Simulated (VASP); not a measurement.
OSZICAR of a VASP run on Tb (hcp):

File OSZICAR:
```
       N       E                     dE             d eps       ncg     rms          rms(c)
DAV:   1     0.463418294244E+02    0.46342E+02   -0.88323E+03  2184   0.122E+03
DAV:   2    -0.612184160898E+00   -0.46954E+02   -0.46012E+02  2294   0.251E+02
DAV:   3    -0.274136329760E+01   -0.21292E+01   -0.20240E+01  3014   0.305E+01
DAV:   4    -0.279645652682E+01   -0.55093E-01   -0.55370E-01  2586   0.472E+00
DAV:   5    -0.279812951334E+01   -0.16730E-02   -0.17030E-02  3224   0.669E-01    0.212E+01
DAV:   6    -0.282252389588E+01   -0.24394E-01   -0.25212E-02  2544   0.137E+00    0.128E+01
DAV:   7    -0.284435999614E+01   -0.21836E-01   -0.50795E-02  2429   0.202E+00    0.247E-01
DAV:   8    -0.284478929133E+01   -0.42930E-03   -0.24841E-03  2669   0.392E-01    0.117E-01
DAV:   9    -0.284496028501E+01   -0.17099E-03   -0.33571E-04  2584   0.144E-01    0.421E-02
DAV:  10    -0.284493100130E+01    0.29284E-04   -0.64527E-05  2559   0.591E-02    0.551E-02
DAV:  11    -0.284494885588E+01   -0.17855E-04   -0.19666E-05  2564   0.341E-02    0.283E-03
DAV:  12    -0.284494999721E+01   -0.11413E-05   -0.48375E-07  3173   0.519E-03    0.562E-03
DAV:  13    -0.284494915717E+01    0.84003E-06   -0.12642E-07  1732   0.285E-03    0.271E-04
DAV:  14    -0.284494913711E+01    0.20064E-07   -0.20252E-08  1517   0.140E-03
   1 F= -.28449491E+01 E0= -.28449491E+01  d E =0.000000E+00
```

**Question.** Which electronic solver shows in the log?

**Answer.** It is blocked Davidson (ALGO = Normal, or the opening steps of other solvers). The INCAR had ALGO = Normal.

**Question.** Can the final energy be trusted as converged?

**Answer.** The calculation finished and met its thresholds. It stopped with EDIFF = 1E-7, NELM = 100 (vdW-DF2, plane waves, VASP's PBE PAW potentials (set 64)). The 4f electrons are frozen in the core of the lanthanide potential, so 4f levels, which can set the real gap, and their magnetism are missing.

The compound is Tb in the hcp structure. It was relaxed first, which changed the volume by +6 %.
